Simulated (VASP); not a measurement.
Consider the following.

```xyz
2
Lattice="0.0000 3.2897 3.2897 3.2897 0.0000 3.2897 3.2897 3.2897 0.0000" Properties=species:S:1:pos:R:3 pbc="T T T"
K      0.0000     0.0000     0.0000
Cl     3.2897     3.2897     3.2897
```

The numbers are results of RPBE GGA, VASP's PBE PAW potentials (set 64) (plane waves; VASP), not measurements. Numerical set-up: 520 eV cut-off, Gaussian smearing of 0.050 eV, potentials K_sv Cl.

Question: Give the energies of bands 6 to 11 at the high-symmetry points, in eV from the valence-band maximum.

Answer: 
```
band     Γ      X      U      L      W
----  ----  -----  -----  -----  -----
6     0.00  -0.54  -0.46  -0.80  -0.38
7     0.00  -0.19  -0.42  -0.22  -0.38
8     0.00  -0.19  -0.22  -0.22  -0.36
9     5.09   6.84   7.43   7.50   8.06
10    8.45   8.01   8.85   8.31   8.06
11    8.45   9.63   8.88  10.20   9.07
```

The gap is direct, 5.09 eV, from the valence maximum at Γ to the conduction minimum at Γ.

Measured: gap 8.50 eV (computed value off by -3.41 eV), as given by David Koller et al., Journal of Physics Condensed Matter (2013), arXiv:1304.4470.

The compound is KCl in the rock salt structure. It was relaxed first, which changed the volume by +14 %.
